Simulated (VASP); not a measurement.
Calculation: PBEsol GGA, VASP's PBE PAW potentials (set 64) (plane waves; VASP 6.6.1).

A VASP calculation is set up with these files.

INCAR:
```
# general
SYSTEM  = Zr2Au
PREC    = Accurate
ENCUT   = 300   # plane-wave cut-off (eV)
LREAL   = .FALSE.
LASPH   = .TRUE.

# electronic loop
EDIFF   = 1E-6   # SCF stop (eV)
NELM    = 100
ALGO    = Normal
LMAXMIX = 6   # l cut-off of mixed one-centre charges

# smearing
ISMEAR  = -1   # Fermi-Dirac
SIGMA   = 0.05   # width (eV)

# functional
GGA     = PS   # PBEsol

# ions
ISIF    = 2

# output
LWAVE   = .FALSE.
LCHARG  = .FALSE.
```

File POSCAR:
```
Zr2Au
1
   -1.6501800000     1.6501800000     5.8254750000
    1.6501800000    -1.6501800000     5.8254750000
    1.6501800000     1.6501800000    -5.8254750000
Zr Au
2 1
Direct
  0.6597000000   0.6597000000   0.0000000000
  0.3403000000   0.3403000000   0.0000000000
  0.0000000000   0.0000000000   0.0000000000
```

KPOINTS_OPT:
```
k-points along high-symmetry lines
6
Line-mode
Reciprocal
  0.000000   0.000000   0.000000 ! GAMMA
  0.000000   0.000000   0.500000 ! X

  0.000000   0.000000   0.500000 ! X
  0.250000   0.250000   0.250000 ! P

  0.250000   0.250000   0.250000 ! P
  0.000000   0.500000   0.000000 ! N

  0.000000   0.500000   0.000000 ! N
  0.000000   0.000000   0.000000 ! GAMMA

  0.000000   0.000000   0.000000 ! GAMMA
  0.500000   0.500000  -0.500000 ! M

  0.500000   0.500000  -0.500000 ! M
  0.270060   0.729940  -0.270060 ! S

 -0.270060   0.270060   0.270060 ! S_0
  0.000000   0.000000   0.000000 ! GAMMA

  0.000000   0.000000   0.500000 ! X
 -0.040121   0.040121   0.500000 ! R

  0.500000   0.500000  -0.040121 ! G
  0.500000   0.500000  -0.500000 ! M
```

**KPOINTS**
```
Automatic mesh
0
Gamma
10 10 10
0 0 0
```

POTCAR, in this order: Zr_sv Au (PBE.64 set). Program: vasp_std.

What will the output report for the number of irreducible k-points (NKPTS), largest plane-wave count, number of space-group operations, FFT grid (NGX, NGY, NGZ)?

The number of irreducible k-points (NKPTS) is 102. The largest plane-wave count is 776. The number of space-group operations comes out as 16 and the FFT grid (NGX, NGY, NGZ) comes out as 36 × 36 × 36.

The structure comes from a computed database's Zr2Au entry (I4/mmm); how it stands against other phases isn't given here. The cell was not relaxed at this level. The electron count is odd and the run is not spin-polarised, which forces a metal.
